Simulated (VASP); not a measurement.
An input for Quantum ESPRESSO's pw.x (written as the equivalent of a VASP run, and not itself run):

```
&CONTROL
  calculation = 'vc-relax'
  pseudo_dir = './pseudo'
  outdir = './out'
  tprnfor = .true.
  tstress = .true.
  nstep = 60
  forc_conv_thr = 0.00039
/
&SYSTEM
  ibrav = 0
  nat = 2
  ntyp = 2
  ecutwfc = 70
  occupations = 'smearing'
  smearing = 'gaussian'
  degauss = 0.003675
  input_dft = 'pz'
/
&ELECTRONS
  conv_thr = 7.3e-08
  electron_maxstep = 100
/
&IONS
/
&CELL
/
ATOMIC_SPECIES
  Cs 132.905 Cs.upf
  I 126.904 I.upf
CELL_PARAMETERS angstrom
     4.4084293   -0.0000000   -0.0000000
    -0.0000000    4.4084293    0.0000000
     0.0000000   -0.0000000    4.4084293
ATOMIC_POSITIONS crystal
  Cs   0.0000000  0.0000000  0.0000000
  I    0.5000000  0.5000000  0.5000000
K_POINTS automatic
  6 6 6 0 0 0
```

Translate this input to VASP (INCAR, KPOINTS, POSCAR, choice of POTCAR).

One answer among several that fit: 
File POSCAR:
```
CsI
1
    4.4084292718    -0.0000000000    -0.0000000000
   -0.0000000000     4.4084292718     0.0000000000
    0.0000000000    -0.0000000000     4.4084292718
Cs I
1 1
Direct
  0.0000000000   0.0000000000   0.0000000000
  0.5000000000   0.5000000000   0.5000000000
```

**INCAR**
```
NELM  =  100   # most electronic steps
EDIFF  =  1E-6   # SCF stop (eV)
NSW  =  60   # most ionic steps
LWAVE  =  .FALSE.
PREC  =  Accurate
LASPH  =  .TRUE.   # aspherical one-centre terms
ISMEAR  =  0
LCHARG  =  .FALSE.
IBRION  =  2   # conjugate gradients
ISIF  =  3
EDIFFG  =  -0.01
ENCUT  =  400
SIGMA  =  0.05   # width (eV)
LREAL  =  .FALSE.   # projection in real space or not
LMAXMIX  =  4
SYSTEM  =  CsI
ALGO  =  Normal   # blocked Davidson
```

**KPOINTS**
```
Automatic mesh
0
Gamma
6 6 6
0 0 0
```

POTCAR, in this order: Cs_sv I (LDA.64 set). Program: vasp_std.

Limits of the translation: the potentials are each code's own (VASP's PAW set, PseudoDojo norm-conserving files in pw.x), so ENCUT and ecutwfc are chosen apart and not converted; conv_thr bounds pw.x's estimated SCF error, while EDIFF bounds the energy change between steps; forc_conv_thr acts on force components and is met together with etot_conv_thr.

The compound is CsI in the CsCl type structure. It was relaxed first, which changed the volume by -10 %. The start is the result of an earlier pass.
